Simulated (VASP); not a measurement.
Input:

```
Al
1.0
    0.00000     2.01772     2.01772
    2.01772     0.00000     2.01772
    2.01772     2.01772     0.00000
Al
1
Direct
  0.00000   0.00000   0.00000
```

Calculation: PBE GGA, VASP's PBE PAW potentials (set 64) (plane waves; VASP 6.6.1). Numerical set-up: 480 eV cut-off, 14×14×14 Γ-centred mesh, first-order Methfessel-Paxton smearing of 0.10 eV, potentials Al.

Question: Estimate the energy per atom (σ→0), band gap (on the k-mesh) with the smallest direct gap where there is one.

Answer: 
The band gap (on the k-mesh) comes out as none (metal, semimetal or under 0.01 eV) and the energy per atom (σ→0) is -3.738 eV/atom.

The compound is Al in the fcc structure. It was relaxed first.
